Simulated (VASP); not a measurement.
Data:

```
CELL_PARAMETERS angstrom
      6.17999     0.00000     0.00000
      0.00000     6.17999     0.00000
      0.00000     0.00000     6.17999
ATOMIC_POSITIONS crystal
  Cs 0.00000 0.00000 0.00000
  Sn 0.50000 0.50000 0.50000
  I  0.50000 0.00000 0.50000
  I  0.00000 0.50000 0.50000
  I  0.50000 0.50000 0.00000
```

All values below come from r2SCAN meta-GGA, VASP's PBE PAW potentials (set 64) (plane waves; VASP). Numerical set-up: 400 eV cut-off, 4×4×4 Γ-centred mesh, tetrahedra with Blöchl corrections, potentials Cs_sv Sn_d I.

The cores are frozen, which limits the accuracy of field gradients.

Give the principal components of the electric field gradient (V/Å²) and the asymmetry η at each nucleus.

```csv
atom,Vxx,Vyy,Vzz,η
Cs1,0.0,0.0,0.0,-
Sn2,0.0,0.0,0.0,-
I3,-175.8,-175.8,351.6,0.00
I4,-175.8,-175.8,351.6,0.00
I5,-175.8,-175.8,351.6,0.00
```

The compound is CsSnI3 in the cubic perovskite structure, the ideal cubic form; the compound distorts at low or room temperature. It was relaxed first.
